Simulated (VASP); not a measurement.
Calculation: SCAN meta-GGA, VASP's PBE PAW potentials (set 64) (plane waves; VASP).

Input for VASP

POSCAR:
```
Mg3Sb2
1.0
  2.2339308937  -3.8692819641   0.0000000000
  2.2339308937   3.8692819641   0.0000000000
  0.0000000000   0.0000000000   7.0693741504
Mg Sb
3 2
Direct
  0.0000000000   0.0000000000   0.0000000000
  0.3333330000   0.6666670000   0.6334649381
  0.6666670000   0.3333330000   0.3665350619
  0.3333330000   0.6666670000   0.2274893333
  0.6666670000   0.3333330000   0.7725106667
```

File KPOINTS:
```
Automatic mesh
0
Gamma
6 6 3
0 0 0
```

**INCAR**
```
# general
SYSTEM  = Mg3Sb2
PREC    = Accurate
ENCUT   = 520
LREAL   = .False.
LASPH   = .True.

# electronic loop
EDIFF   = 1E-7
NELM    = 100
ALGO    = Normal
LMAXMIX = 4
LMIXTAU = .True.

# smearing
ISMEAR  = 0
SIGMA   = 0.05

# functional
METAGGA = SCAN

# ions
IBRION  = 2
NSW     = 30
ISIF    = 4
EDIFFG  = -0.01

# output
LWAVE   = .False.
LCHARG  = .False.
```

POTCAR, in this order: Mg Sb (PBE.64 set). Program: vasp_std.

Unless said otherwise, spin-orbit coupling is left out, though it shifts the bands of the heavy elements here.

Problem. Predict the energy per atom (σ→0), band gap (on the k-mesh).

Solution. 
```yaml
energy per atom (σ→0): -18.275 eV/atom
band gap (on the k-mesh): 0.33 eV
```

File OSZICAR:
```
...
DAV:   3    -0.913752332690E+02    0.28131E-07   -0.16616E-05   444   0.509E-02    0.158E-03
DAV:   4    -0.913752331018E+02    0.16720E-06   -0.13667E-05   416   0.429E-02    0.939E-04
DAV:   5    -0.913752327541E+02    0.34772E-06   -0.90811E-06   416   0.354E-02    0.601E-04
DAV:   6    -0.913752319759E+02    0.77819E-06   -0.26878E-06   412   0.200E-02    0.202E-04
DAV:   7    -0.913752320802E+02   -0.10430E-06   -0.50525E-07   444   0.109E-02    0.138E-04
DAV:   8    -0.913752319185E+02    0.16167E-06   -0.40718E-07   416   0.992E-03    0.604E-05
DAV:   9    -0.913752319707E+02   -0.52217E-07   -0.23581E-07   416   0.810E-03
   6 F= -.91375232E+02 E0= -.91375232E+02  d E =-.759689E-04
```

The compound is Mg3Sb2 in the a-la2o3 structure. This cell is one point of a volume scan, at 0.94 of the reference volume. Symmetry was kept, so distortions that lower it aren't found.
